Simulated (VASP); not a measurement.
Here is the system:

```yaml
crystal:
  lattice:
    - [3.85961, 0.00000, 0.00000]
    - [0.00000, 3.85961, 0.00000]
    - [0.00000, 0.00000, 3.85961]
  atoms:
    - { symbol: Sr, position: [0.00000, 0.00000, 0.00000] }
    - { symbol: Ti, position: [0.50000, 0.50000, 0.50000] }
    - { symbol: O, position: [0.50000, 0.00000, 0.50000] }
    - { symbol: O, position: [0.00000, 0.50000, 0.50000] }
    - { symbol: O, position: [0.50000, 0.50000, 0.00000] }
```

These are LDA (Ceperley-Alder, Perdew-Zunger), VASP's LDA PAW potentials (set 64) (plane waves; VASP) values and carry that method's errors. Run with 620 eV cut-off, 6×6×6 Γ-centred mesh, Gaussian smearing of 0.050 eV, potentials Sr_sv Ti_sv O.

### Question
What does the run give for the energy per atom (σ→0), band gap (on the k-mesh) with the smallest direct gap where there is one?

### Answer

The band gap (on the k-mesh) comes out as 1.81 eV, the smallest direct gap (on the k-mesh) is 2.15 eV and the energy per atom (σ→0) comes out as -8.837 eV/atom.

Total energies compare only between runs with the same potentials, cut-off and functional.

The compound is SrTiO3 in the cubic perovskite structure, the ideal cubic form; the compound distorts at low or room temperature. It was relaxed first.
